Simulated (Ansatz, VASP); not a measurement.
One calculation of WAu, two programs

```
W Au
1.0
     0.00000    2.90921    2.90921
     2.90921    0.00000    2.90921
     2.90921    2.90921    0.00000
W Au
1 1
Direct
  0.00000 0.00000 0.00000
  0.75000 0.75000 0.75000
```

The cell was built by a generator and needn't be a form met in nature.

Alike in both runs: task relaxation of cell and atoms; functional PBEsol; k mesh 6 × 6 × 6; occupations fermi-dirac, width 0.05 eV; spin-orbit coupling, no magnetisation.

|  | VASP | Ansatz |
| --- | --- | --- |
| version | VASP 6.6.1 | Ansatz 0.2.0 |
| potentials or method | VASP PAW PBE potentials, release 64 (W_sv, Au) | Ansatz PAW |
| plane-wave cutoff (eV) | 600 | 420 |
| valence electrons in the cell | 25 | 33 |

Ansatz gave:

| Item | Value |
| --- | --- |
| gap on the k mesh at the Fermi level, each at its own relaxed structure (eV) | none |
| relaxed volume (Å³/atom) | 23.63 |
| relaxed cell length with the largest relative difference (Å) | 4.058 |
| energy change over the relaxation (meV/atom) | -17 |

**Question.** Which values does VASP return?

**Answer.** gap on the k mesh at the Fermi level, each at its own relaxed structure (eV): none; relaxed volume (Å³/atom): 23.73; relaxed cell length with the largest relative difference (Å): 4.064; energy change over the relaxation (meV/atom): -14.

A gap of «none» marks a metal or a gap that the smearing closes. The two sets of potentials don't hold the same shells in valence.

Caveats: the PAW data sets were made with another functional, which shifts forces and pressure a little (VASP); the plane-wave basis is chosen anew once the cell has moved, so the energies of steps on either side of that aren't comparable (Ansatz); the PAW data sets come from PBE, with cores solved anew for the run's functional, which leaves a small shift of forces and pressure (Ansatz).
